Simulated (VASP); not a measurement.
VASP input:

INCAR:
```
# general
SYSTEM  = Zr
PREC    = Accurate
ENCUT   = 400
LREAL   = .FALSE.
LASPH   = .TRUE.

# electronic loop
EDIFF   = 1E-6
NELM    = 100
ALGO    = Normal
LMAXMIX = 4

# smearing
ISMEAR  = 1
SIGMA   = 0.1

# functional
GGA     = PE

# ions
ISIF    = 2

# output
LWAVE   = .FALSE.
LCHARG  = .FALSE.
```

### POSCAR
```
Zr
1
    1.6150000000    -2.7972620000     0.0000000000
    1.6150000000     2.7972620000     0.0000000000
    0.0000000000     0.0000000000     5.1500000000
Zr
2
Direct
  0.3333330000   0.6666670000   0.2500000000
  0.6666670000   0.3333330000   0.7500000000
```

**KPOINTS**
```
Automatic mesh
0
Monkhorst-Pack
3 3 2
0 0 0
```

POTCAR, in this order: Zr_sv (PBE.64 set). Program: vasp_std.

**Question.** Translate this PBE calculation to Ansatz.

**Answer.** One equivalent input (not run):
Ansatz 0.2 input:
```yaml
crystal:
  lattice:
    - [1.6150000, -2.7972620, 0.0000000]
    - [1.6150000, 2.7972620, 0.0000000]
    - [0.0000000, 0.0000000, 5.1500000]
  atoms:
    - { symbol: Zr, position: [0.3333330, 0.6666670, 0.2500000] }
    - { symbol: Zr, position: [0.6666670, 0.3333330, 0.7500000] }
kpoints:
  mp_grid: { grid: [3, 3, 2], shift: [0.0, 0.0, 0.5] }
hamiltonian:
  xc: pbe
  pseudopotentials: { kind: paw }
scf:
  occupations: { method: methfessel_paxton, width: 0.1 }
  max_iter: 100
output: { forces: true, stress: true, eigenvalues: true }
```
What does not carry over: each code has its own PAW files, so the cut-off isn't converted (ENCUT is set for VASP's; basis.ecutwfc is left out, and Ansatz then takes the one that its files recommend); Ansatz stops its SCF on the density residual and VASP on the energy change (EDIFF); an even Monkhorst-Pack mesh in KPOINTS is shifted by half a step.

The compound is Zr in the hcp structure. The cell was not relaxed at this level. The k-mesh is coarse (spacing up to 0.75 per Å, 2π included), so the numbers may not be converged in it. The run is one of a series of settings (KPOINTS 3×3×2 Monkhorst-Pack mesh against the base run), some of them coarse on purpose.
